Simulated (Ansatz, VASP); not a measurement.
BePd: VASP beside Ansatz

```
Be Pd
1.0
     2.77283    0.00000    0.00000
     0.00000    2.77283    0.00000
     0.00000    0.00000    2.77283
Be Pd
1 1
Cartesian
  0.0000 0.0000 0.0000
  1.3864 1.3864 1.3864
```

Alike in both runs: task single point; functional LDA; k mesh 14 × 14 × 14; no spin polarisation.

```csv
,VASP,Ansatz
version,VASP 6.6.1,Ansatz 0.2.0
potentials or method,"VASP PAW LDA potentials, release 64 (Be, Pd), cutoff 520 eV","all-electron LAPW, scalar-relativistic"
occupations,tetrahedron,tetrahedron-uncorrected
```

|  | VASP | Ansatz | Ansatz less VASP |
| --- | --- | --- | --- |
| pressure (GPa) | 0.7 | 0.0 | -0.72 |

Ansatz ran all-electron here, so the differences hold the error of VASP's frozen core and of both bases. Ansatz warned: «band_table_not_solved_further».
